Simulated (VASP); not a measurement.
Given:

```cif
data_AlN
_chemical_formula_sum 'Al1 N1'
_space_group_name_H-M_alt 'P 1'
_space_group_IT_number 1
_cell_length_a 3.10437
_cell_length_b 3.10437
_cell_length_c 3.10437
_cell_angle_alpha 60.000
_cell_angle_beta 60.000
_cell_angle_gamma 60.000
loop_
_space_group_symop_operation_xyz
  'x, y, z'
loop_
_atom_site_label
_atom_site_type_symbol
_atom_site_fract_x
_atom_site_fract_y
_atom_site_fract_z
_atom_site_occupancy
Al1 Al 0.00000 0.00000 0.00000 1
N1 N 0.25000 0.25000 0.25000 1
```

Computed with rev-vdW-DF2, VASP's PBE PAW potentials (set 64) (plane waves; VASP). Run with 520 eV cut-off, 10×10×10 Γ-centred mesh, Gaussian smearing of 0.050 eV, potentials Al N.

**Question.** Give the energy at these volumes per atom, relative to the lowest: 9.94, 10.26, 10.57, 10.89, 11.21 Å³.

**Answer.** 26.3, 6.3, 0.0, 5.5, 21.0 meV/atom. A third-order Birch-Murnaghan fit gives B0 = 197 GPa and B0′ = 3.9.

The compound is AlN in the zinc blende structure, a metastable form; wurtzite is the usual one. It was relaxed first.
